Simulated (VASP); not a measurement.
An input for Ansatz (written as the equivalent of a VASP run, and not itself run):

Ansatz 0.2 input:
```yaml
crystal:
  lattice:
    - [-1.7499415, 1.7499415, 4.9526606]
    - [1.7499415, -1.7499415, 4.9526606]
    - [1.7499415, 1.7499415, -4.9526606]
  atoms:
    - { symbol: Y, position: [0.0000000, 0.0000000, 0.0000000] }
    - { symbol: Ge, position: [0.3051246, 0.3051246, 0.0000000] }
    - { symbol: Ge, position: [0.6948754, 0.6948754, 0.0000000] }
kpoints:
  mp_grid: { grid: [11, 11, 11] }
hamiltonian:
  xc: pbesol
  pseudopotentials: { kind: paw }
scf:
  occupations: { method: methfessel_paxton, width: 0.1 }
  max_iter: 100
relax:
  max_steps: 60
  f_tol: 0.02
  cell: {}
output: { forces: true, stress: true, eigenvalues: true }
```

Question: Translate this input to VASP (INCAR, KPOINTS, POSCAR, choice of POTCAR).

Answer: Several could match; the one computed here: 
### INCAR
```
ALGO  =  Normal
EDIFF  =  1E-6
EDIFFG  =  -0.02
ENCUT  =  400
GGA  =  PS
IBRION  =  2
ISIF  =  3
ISMEAR  =  1
LASPH  =  T
LCHARG  =  F
LMAXMIX  =  4
LREAL  =  F
LWAVE  =  F
NELM  =  100
NSW  =  60
PREC  =  Accurate
SIGMA  =  0.1
SYSTEM  =  YGe2
```

### POSCAR
```
YGe2
1
   -1.7499414992     1.7499414992     4.9526605773
    1.7499414992    -1.7499414992     4.9526605773
    1.7499414992     1.7499414992    -4.9526605773
Y Ge
1 2
Direct
  0.0000000000   0.0000000000   0.0000000000
  0.3051246120   0.3051246120   0.0000000000
  0.6948753880   0.6948753880   0.0000000000
```

KPOINTS:
```
kpoints
0
Gamma
11 11 11
```

POTCAR, in this order: Y_sv Ge_d (PBE.64 set). Program: vasp_std.

Limits of the translation: each code has its own PAW files, so the cut-off isn't converted (ENCUT is set for VASP's; basis.ecutwfc is left out, and Ansatz then takes the one that its files recommend); Ansatz stops its SCF on the density residual and VASP on the energy change (EDIFF).

The structure was generated: YGe2 was put into the MoSi2 type (I4/mmm), which need not be its known phase. This run relaxes it. Symmetry was kept, so distortions that lower it aren't found. The start is the result of an earlier pass.
